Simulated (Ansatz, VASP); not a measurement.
# Two plane-wave programs on NaBe4Hg

```
Na Be Hg
1.0
     2.78441    0.00000    0.00000
     0.00000    2.78441    0.00000
     0.00000    0.00000   20.65103
Na Be Hg
2 8 2
Cartesian
  1.3922 1.3922 5.5153
  1.3922 1.3922 15.8408
  0.0000 0.0000 10.0951
  0.0000 2.7844 20.4207
  1.3922 1.3922 0.9243
  1.3922 1.3922 11.2498
  0.0000 0.0000 7.7993
  0.0000 0.0000 18.1248
  1.3922 1.3922 8.9077
  1.3922 1.3922 19.2332
  0.0000 2.7844 2.8976
  2.7844 0.0000 13.2231
```

Alike in both runs: task single point; functional PBE; k mesh 8 × 8 × 1; occupations gaussian, width 0.2 eV; no spin polarisation.

```csv
,VASP,Ansatz
version,VASP 6.6.1,Ansatz 0.2.0
potentials or method,"VASP PAW PBE potentials, release 64 (Na_pv, Be, Hg)","scalar-relativistic, plane waves, PAW"
plane-wave cutoff (eV),520,420
valence electrons in the cell,54,74
```

|  | VASP | Ansatz | Ansatz less VASP |
| --- | --- | --- | --- |
| gap on the k mesh at the Fermi level (eV) | none | none | - |
| pressure (GPa) | 0.2 | 0.0 | -0.25 |
| largest component of the traceless stress (GPa) | 0.77 | 0.63 | -0.146 |
| rms of the force components (eV/Å) | 0.027 | 0.028 | +0.0006 |

Atom by atom the forces differ by 0.003 eV/Å (rms over components). A gap of «none» marks a metal or a gap that the smearing closes. The two sets of potentials don't hold the same shells in valence.

Spin-orbit coupling is left out, which matters for the levels of Hg.
